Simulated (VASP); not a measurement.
Runs of VASP 6.6.1 on F6S. The cell holds a molecule in a box, 7 atoms: a = 13.230 Å, b = 13.730 Å, c = 14.230 Å, α = 90.00°, β = 90.00°, γ = 90.00°. 

```csv
level,cutoff (eV),gap on the mesh (eV),largest force (eV/Å)
optB86b-vdW,400,6.55,0.11
rev-vdW-DF2,400,6.53,0.09
PBE+D3(BJ),520,6.53,(b)
RPBE,400,6.62,(a)
PBE+D4,400,6.56,0.10
```

Alike in all rows: task single point; potentials or basis VASP PAW PBE potentials, release 64 (F, S); no spin polarisation; cell as given; k mesh 1 × 1 × 1; smearing gaussian 0.01 eV.

Estimate the missing entries.

(a) 0.42; (b) 0.20.

Caveats: the PAW data sets were made with another functional, which shifts forces and pressure a little (some runs).

A k mesh can miss the band edges.

Not every run made on this cell is shown here.
